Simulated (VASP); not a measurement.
Here is the system:

```
CoTi
1.0
    2.93546     0.00000     0.00000
    0.00000     2.93546     0.00000
    0.00000     0.00000     2.93546
Ti Co
1 1
Cartesian
  0.00000   0.00000   0.00000
  1.46773   1.46773   1.46773
```

The numbers are results of PBE GGA with D3 dispersion (zero damping), VASP's PBE PAW potentials (set 64) (plane waves; VASP), not measurements. Run with 520 eV cut-off, 14×14×14 Γ-centred mesh, tetrahedra with Blöchl corrections, potentials Ti_sv Co.

### Question
What does the run give for the energy per atom (σ→0), band gap (on the k-mesh) with the smallest direct gap where there is one?

### Answer

```yaml
band gap (on the k-mesh): none (metal, semimetal or under 0.01 eV)
energy per atom (σ→0): -8.258 eV/atom
```

Total energies compare only between runs with the same potentials, cut-off and functional.

The compound is TiCo in the CsCl type structure. It was relaxed first, which changed the volume by -5 %. The run is not spin-polarised, so no magnetic state was tried. The electron count is odd and the run is not spin-polarised, which forces a metal.
